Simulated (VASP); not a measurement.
These are LDA (Ceperley-Alder, Perdew-Zunger), VASP's LDA PAW potentials (set 64) (plane waves; VASP) values and carry that method's errors.

A VASP calculation is set up with these files.

File KPOINTS:
```
Automatic mesh
0
gamma
  8 8 8
```

INCAR:
```
SYSTEM = Al3Sc
PREC = Accurate
ENCUT = 500
EDIFF = 1E-6
NELM = 100
ALGO = Normal
LREAL = .FALSE.
LASPH = .TRUE.
ISMEAR = 1
SIGMA = 0.1
LMAXMIX = 4
LWAVE = .FALSE.
LCHARG = .FALSE.
IBRION = 2
ISIF = 3
NSW = 40
EDIFFG = -0.02
PSTRESS = 200
```

POSCAR:
```
Al3Sc
1.0
  3.8362563161   0.0000000000   0.0000000000
  0.0000000000   3.8362563161   0.0000000000
  0.0000000000   0.0000000000   3.8362563161
Sc Al
1 3
Cartesian
  0.0000000000   0.0000000000   0.0000000000
  0.0000000000   1.9181281581   1.9181281581
  1.9181281581   0.0000000000   1.9181281581
  1.9181281581   1.9181281581   0.0000000000
```

POTCAR, in this order: Sc_sv Al (LDA.64 set). Program: vasp_std.

Output of the run:

OUTCAR:
```
 ion  position               nearest neighbor table
   1  0.000  0.000  0.000-   2 2.71   3 2.71   4 2.71   2 2.71   3 2.71   2 2.71   4 2.71   2 2.71
                             3 2.71   4 2.71   3 2.71   4 2.71
   2  0.000  0.500  0.500-   1 2.71   3 2.71   4 2.71   1 2.71   4 2.71   1 2.71   3 2.71   1 2.71
                             3 2.71   4 2.71   4 2.71   3 2.71
   3  0.500  0.000  0.500-   1 2.71   2 2.71   4 2.71   1 2.71   4 2.71   2 2.71   4 2.71   4 2.71
                             1 2.71   2 2.71   1 2.71   2 2.71
   4  0.500  0.500  0.000-   1 2.71   2 2.71   3 2.71   2 2.71   3 2.71   1 2.71   3 2.71   3 2.71
                             1 2.71   2 2.71   2 2.71   1 2.71
  LATTYP: Found a simple cubic cell.
 ALAT       =     3.8362563161
 Subroutine PRICEL returns:
 Original cell was already a primitive cell.
 Subroutine GETGRP returns: Found 48 space group operations
The static configuration has the point symmetry O_h .
The dynamic configuration has the point symmetry O_h .
 Subroutine INISYM returns: Found 48 space group operations
 Subroutine IBZKPT returns following result:
 Found     35 irreducible k-points:

 Following reciprocal coordinates:
            Coordinates               Weight
  0.000000  0.000000  0.000000      1.000000
  0.125000  0.000000  0.000000      6.000000
  0.250000  0.000000  0.000000      6.000000
...
```

**OSZICAR**
```
       N       E                     dE             d eps       ncg     rms          rms(c)
DAV:   1     0.117980156116E+03    0.11798E+03   -0.84582E+03   996   0.132E+03
DAV:   2    -0.136375268230E+02   -0.13162E+03   -0.12956E+03  1032   0.377E+02
DAV:   3    -0.214910426911E+02   -0.78535E+01   -0.74001E+01  1560   0.751E+01
DAV:   4    -0.216226245608E+02   -0.13158E+00   -0.13143E+00  1424   0.999E+00
DAV:   5    -0.216242426595E+02   -0.16181E-02   -0.16177E-02  1332   0.108E+00    0.128E+01
DAV:   6    -0.208771287529E+02    0.74711E+00   -0.35485E+00  1616   0.262E+01    0.513E+00
DAV:   7    -0.208093957729E+02    0.67733E-01   -0.70624E-02  1186   0.231E+00    0.265E+00
DAV:   8    -0.207862234145E+02    0.23172E-01   -0.28290E-02  1584   0.150E+00    0.248E-01
DAV:   9    -0.207857993509E+02    0.42406E-03   -0.25375E-03  1210   0.428E-01    0.120E-01
DAV:  10    -0.207857416065E+02    0.57744E-04   -0.27376E-04  1386   0.124E-01    0.716E-02
DAV:  11    -0.207857395646E+02    0.20419E-05   -0.20834E-05  1312   0.369E-02    0.721E-03
DAV:  12    -0.207857390783E+02    0.48633E-06   -0.24288E-06  1006   0.179E-02
   1 F= -.13738123E+02 E0= -.13737882E+02  d E =-.137381E+02
```

File OUTCAR:
```
------------------------ aborting loop because EDIFF is reached ----------------------------------------
  FORCE on cell =-STRESS in cart. coord.  units (eV):
  Direction    XX          YY          ZZ          XY          YZ          ZX
  --------------------------------------------------------------------------------------
  Total        6.9917647      6.9917647      6.9917647      0.0000000      0.0000000     -0.0000000
  in kB      198.4150170    198.4150170    198.4150170      0.0000000      0.0000000     -0.0000000
  external PRESSURE =      -1.5849830 kB  Pullay stress =     200.0000000 kB
  volume of cell :       56.46
      direct lattice vectors                 reciprocal lattice vectors
     3.836256316  0.000000000  0.000000000     0.260670799  0.000000000  0.000000000
     0.000000000  3.836256316  0.000000000     0.000000000  0.260670799  0.000000000
     0.000000000  0.000000000  3.836256316     0.000000000  0.000000000  0.260670799
 POSITION                                       TOTAL-FORCE (eV/Angst)
 -----------------------------------------------------------------------------------
      0.00000      0.00000      0.00000         0.000000      0.000000      0.000000
      0.00000      1.91813      1.91813         0.000000      0.000000      0.000000
      1.91813      0.00000      1.91813         0.000000      0.000000      0.000000
      1.91813      1.91813      0.00000         0.000000      0.000000      0.000000
 -----------------------------------------------------------------------------------
    total drift:                               -0.000000     -0.000000     -0.000000
  FREE ENERGIE OF THE ION-ELECTRON SYSTEM (eV)
  ---------------------------------------------------
  free  energy   TOTEN  =       -20.7857390783 eV

  energy  without entropy=      -20.7850177174  energy(sigma->0) =      -20.78549862
  enthalpy is  TOTEN    =       -13.7381225942 eV   P V=        7.0476164840

 reached required accuracy - stopping structural energy minimisation
```
(Selected blocks of OUTCAR.)

The compound is Al3Sc in the L1_2 structure. It was relaxed first under an external pressure of 20 GPa.
